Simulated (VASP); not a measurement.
Here is the system:

```
CELL_PARAMETERS angstrom
      1.82580    -3.16238     0.00000
      1.82580     3.16238     0.00000
      0.00000     0.00000     5.73240
ATOMIC_POSITIONS crystal
  Ho 0.33333 0.66667 0.25000
  Ho 0.66667 0.33333 0.75000
```

The numbers are results of PBE GGA, VASP's PBE PAW potentials (set 64) (plane waves; VASP 6.6.1), not measurements. Run with 400 eV cut-off, 9×9×5 Γ-centred mesh, first-order Methfessel-Paxton smearing of 0.10 eV, potentials Ho_3.

The 4f electrons are frozen in the core of the lanthanide potential, so 4f levels, which can set the real gap, and their magnetism are missing.

Give the stress tensor in GPa (positive for a compressed cell).

```
-1.89   0.00   0.00
 0.00  -1.89   0.00
 0.00   0.00  -2.52
```
The pressure is its mean diagonal, -2.10 GPa.

The compound is Ho in the hcp structure. The cell was not relaxed at this level.
